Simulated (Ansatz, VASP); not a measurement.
One calculation of Ta3Si3N, two programs

The input INCAR:

```
SYSTEM = Ta3Si3N
PREC = Accurate
ENCUT = 600
EDIFF = 1E-6
ISMEAR = 0
SIGMA = 0.1
LREAL = .False.
LASPH = .True.
NELM = 100
ALGO = Normal
ISIF = 3
LWAVE = .False.
LCHARG = .False.
GGA = PE
IBRION = 2
NSW = 90
EDIFFG = -0.04
```

Contents of KPOINTS:

```
regular mesh
0
Gamma
  4 4 4
  0 0 0
```

POSCAR

```
Ta3Si3N
1.0
    4.5225202500      0.0000000000      0.0000000000
    0.0000000000      4.5225202500      0.0000000000
    0.0000000000      0.0000000000      4.5225202500
Ta Si N
3 3 1
Direct
    0.0000000000      0.5000000000      0.0000000000
    0.0000000000      0.0000000000      0.5000000000
    0.5000000000      0.0000000000      0.0000000000
    0.5000000000      0.0000000000      0.5000000000
    0.5000000000      0.5000000000      0.0000000000
    0.0000000000      0.5000000000      0.5000000000
    0.5000000000      0.5000000000      0.5000000000
```

Input for Ansatz:

```yaml
crystal:
  lattice:
    - [4.52252025, 0.0, 0.0]
    - [0.0, 4.52252025, 0.0]
    - [0.0, 0.0, 4.52252025]
  atoms:
    - { symbol: Ta, position: [0.0, 0.5, 0.0] }
    - { symbol: Ta, position: [0.0, 0.0, 0.5] }
    - { symbol: Ta, position: [0.5, 0.0, 0.0] }
    - { symbol: Si, position: [0.5, 0.0, 0.5] }
    - { symbol: Si, position: [0.5, 0.5, 0.0] }
    - { symbol: Si, position: [0.0, 0.5, 0.5] }
    - { symbol: "N", position: [0.5, 0.5, 0.5] }
basis:
  ecutwfc: 420
kpoints:
  mp_grid: { grid: [4, 4, 4] }
hamiltonian:
  xc: pbe
scf:
  occupations: { method: gaussian, width: 0.1 }
  lower_state_search: "off"
output:
  forces: true
  stress: true
  eigenvalues: true
relax:
  adjacent_minimum: "off"
  f_tol: 0.04
  max_steps: 70
  cell: { stress_tol: 0.4 }
```

Change from the starting cell: species swapped into the LiCu3O3 type (Pm-3m, No. 221).

Alike in both runs: task relaxation of cell and atoms; functional PBE; k mesh 4 × 4 × 4; occupations gaussian, width 0.1 eV; no spin polarisation.

|  | VASP | Ansatz |
| --- | --- | --- |
| version | VASP 6.6.1 | Ansatz 0.2.0 |
| potentials or method | VASP PAW PBE potentials, release 64 (Ta_pv, Si, N) | scalar-relativistic, plane waves, PAW |
| plane-wave cutoff (eV) | 600 | 420 |
| valence electrons in the cell | 50 | 56 |

|  | VASP | Ansatz | Ansatz less VASP |
| --- | --- | --- | --- |
| gap on the k mesh at the Fermi level, each at its own relaxed structure (eV) | none | none | - |
| relaxed volume (Å³/atom) | 17.54 | 17.53 | -0.004 |
| relaxed cell length with the largest relative difference (Å) | 4.970 | 4.970 | -0.0004 |
| energy change over the relaxation (meV/atom) | -734 | -729 | +4.2 |

A gap of «none» marks a metal or a gap that the smearing closes. The two sets of potentials don't hold the same shells in valence.

Caveats: the volume moved by over 15 % at a fixed basis, so the end points are rough (VASP). Spin-orbit coupling is left out, which matters for the levels of Ta.
